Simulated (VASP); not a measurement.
Computed with PBE GGA, VASP's PBE PAW potentials (set 64) (plane waves; VASP).

The input files of a VASP run:

INCAR:
```
SYSTEM = BN
PREC = Accurate
ENCUT = 600
EDIFF = 1E-7
NELM = 100
ALGO = Normal
LREAL = .FALSE.
LASPH = .TRUE.
ISMEAR = 0
SIGMA = 0.05
GGA = PE
LWAVE = .FALSE.
LCHARG = .FALSE.
ISIF = 2
IBRION = 2
NSW = 30
EDIFFG = -0.01
```

POSCAR:
```
BN
1.0
  1.2187448417  -2.1109283684   0.0000000000
  1.2187448417   2.1109283684   0.0000000000
  0.0000000000   0.0000000000   7.4188796527
B N
2 2
Cart
  1.2187448417   0.7036441968   1.8547199132
  1.2187448417  -0.7036441968   5.5641597395
  1.2187448417  -0.7036441968   1.8547199132
  1.2187448417   0.7036441968   5.5641597395
```

### KPOINTS
```
Automatic
0
G
10 10 4
0 0 0
```

POTCAR, in this order: B N (PBE.64 set). Program: vasp_std.

Output of the run:

**OUTCAR**
```
 ion  position               nearest neighbor table
   1  0.333  0.667  0.250-   3 1.41   3 1.41   3 1.41
   2  0.667  0.333  0.750-   4 1.41   4 1.41   4 1.41
   3  0.667  0.333  0.250-   1 1.41   1 1.41   1 1.41
   4  0.333  0.667  0.750-   2 1.41   2 1.41   2 1.41
  LATTYP: Found a hexagonal cell.
 ALAT       =     2.4374900135
 C/A-ratio  =     3.0436554044
 Subroutine PRICEL returns:
 Original cell was already a primitive cell.
 Subroutine GETGRP returns: Found 24 space group operations
The static configuration has the point symmetry D_3d.
 The point group associated with its full space group is D_6h.
The dynamic configuration has the point symmetry D_3d.
 Subroutine INISYM returns: Found 24 space group operations
 Subroutine IBZKPT returns following result:
 Found     42 irreducible k-points:

 Following reciprocal coordinates:
            Coordinates               Weight
  0.000000  0.000000  0.000000      1.000000
  0.100000  0.000000  0.000000      6.000000
  0.200000  0.000000  0.000000      6.000000
  0.300000  0.000000  0.000000      6.000000
  0.400000  0.000000  0.000000      6.000000
  0.500000  0.000000  0.000000      3.000000
  0.100000  0.100000  0.000000      6.000000
  0.200000  0.100000  0.000000     12.000000
  0.300000  0.100000  0.000000     12.000000
  0.400000  0.100000  0.000000     12.000000
  0.200000  0.200000  0.000000      6.000000
  0.300000  0.200000  0.000000     12.000000
  0.400000  0.200000  0.000000      6.000000
  0.300000  0.300000  0.000000      6.000000
  0.000000  0.000000  0.250000      2.000000
  0.100000  0.000000  0.250000     12.000000
  0.200000  0.000000  0.250000     12.000000
  0.300000  0.000000  0.250000     12.000000
  0.400000  0.000000  0.250000     12.000000
  0.500000  0.000000  0.250000      6.000000
  0.100000  0.100000  0.250000     12.000000
  0.200000  0.100000  0.250000     24.000000
  0.300000  0.100000  0.250000     24.000000
  0.400000  0.100000  0.250000     24.000000
  0.200000  0.200000  0.250000     12.000000
  0.300000  0.200000  0.250000     24.000000
  0.400000  0.200000  0.250000     12.000000
  0.300000  0.300000  0.250000     12.000000
  0.000000  0.000000  0.500000      1.000000
  0.100000  0.000000  0.500000      6.000000
  0.200000  0.000000  0.500000      6.000000
  0.300000  0.000000  0.500000      6.000000
  0.400000  0.000000  0.500000      6.000000
  0.500000  0.000000  0.500000      3.000000
  0.100000  0.100000  0.500000      6.000000
  0.200000  0.100000  0.500000     12.000000
  0.300000  0.100000  0.500000     12.000000
  0.400000  0.100000  0.500000     12.000000
  0.200000  0.200000  0.500000      6.000000
  0.300000  0.200000  0.500000     12.000000
   k-points           NKPTS =     42   k-points in BZ     NKDIM =     42   number of bands    NBANDS=     12
   number of dos      NEDOS =    301   number of ions     NIONS =      4
   total plane-waves  NPLWV =  24000
   dimension x,y,z NGX =    20 NGY =   20 NGZ =   60
   dimension x,y,z NGXF=    40 NGYF=   40 NGZF=  120
   ions per type =               2   2
   PREC   = accura    normal or accurate (medium, high low for compatibility)
   ISTART =      0    job   : 0-new  1-cont  2-samecut
   ICHARG =      2    charge: 1-file 2-atom 10-const
   ISPIN  =      1    spin polarized calculation?
   LNONCOLLINEAR =      F non collinear calculations
   LSORBIT =      F    spin-orbit coupling
   INIWAV =      1    electr: 0-lowe 1-rand  2-diag
   ENCUT  =  600.0 eV  44.10 Ry    6.64 a.u.   4.87  4.87 14.82*2*pi/ulx,y,z
   NELM   =    100;   NELMIN=  2; NELMDL= -5     # of ELM steps
...
```

OSZICAR:
```
       N       E                     dE             d eps       ncg     rms          rms(c)
DAV:   1     0.798791843064E+02    0.79879E+02   -0.91420E+03  1024   0.138E+03
DAV:   2    -0.338817435391E+02   -0.11376E+03   -0.10281E+03  1412   0.302E+02
DAV:   3    -0.392331768258E+02   -0.53514E+01   -0.53091E+01  1272   0.701E+01
DAV:   4    -0.392938387962E+02   -0.60662E-01   -0.60618E-01  1268   0.784E+00
DAV:   5    -0.392947690139E+02   -0.93022E-03   -0.92995E-03  1268   0.983E-01    0.121E+01
DAV:   6    -0.355027106256E+02    0.37921E+01   -0.85040E+00  1208   0.257E+01    0.549E+00
DAV:   7    -0.350750414978E+02    0.42767E+00   -0.72327E-01  1264   0.768E+00    0.331E+00
DAV:   8    -0.349710911696E+02    0.10395E+00   -0.37193E-01  1228   0.482E+00    0.477E-01
DAV:   9    -0.349676043276E+02    0.34868E-02   -0.18212E-02  1192   0.126E+00    0.211E-01
DAV:  10    -0.349691311512E+02   -0.15268E-02   -0.14645E-03  1188   0.353E-01    0.407E-02
DAV:  11    -0.349693115392E+02   -0.18039E-03   -0.19299E-04  1220   0.138E-01    0.295E-02
DAV:  12    -0.349693145782E+02   -0.30390E-05   -0.47243E-05  1212   0.617E-02    0.466E-03
DAV:  13    -0.349693147784E+02   -0.20023E-06   -0.21545E-06  1292   0.133E-02    0.118E-03
DAV:  14    -0.349693149049E+02   -0.12647E-06   -0.23100E-07  1144   0.440E-03    0.522E-04
DAV:  15    -0.349693149025E+02    0.23952E-08   -0.48107E-09   880   0.761E-04
   1 F= -.34969315E+02 E0= -.34969315E+02  d E =-.349693E+02
```

OUTCAR:
```
------------------------ aborting loop because EDIFF is reached ----------------------------------------
  FORCE on cell =-STRESS in cart. coord.  units (eV):
  Direction    XX          YY          ZZ          XY          YZ          ZX
  --------------------------------------------------------------------------------------
  Total        7.8149547      7.8149575      0.1150895     -0.0000000      0.0000000      0.0000000
  in kB      328.0064897    328.0066081      4.8304947     -0.0000000      0.0000000      0.0000000
  external PRESSURE =     220.2811975 kB  Pullay stress =       0.0000000 kB
  volume of cell :       38.17
      direct lattice vectors                 reciprocal lattice vectors
     1.218744842 -2.110928368  0.000000000     0.410258147 -0.236862609  0.000000000
     1.218744842  2.110928368  0.000000000     0.410258147  0.236862609  0.000000000
     0.000000000  0.000000000  7.418879653     0.000000000  0.000000000  0.134791242
  FREE ENERGIE OF THE ION-ELECTRON SYSTEM (eV)
  ---------------------------------------------------
  free  energy   TOTEN  =       -34.9693149025 eV

  energy  without entropy=      -34.9693149025  energy(sigma->0) =      -34.96931490

 reached required accuracy - stopping structural energy minimisation
```
(Selected blocks of OUTCAR.)

Without a dispersion term in the relaxation, distances and binding between the weakly bound layers, chains or molecules are unreliable, and so is what depends on them.

The compound is BN in the hex structure. This cell was strained or had an atom moved on purpose.
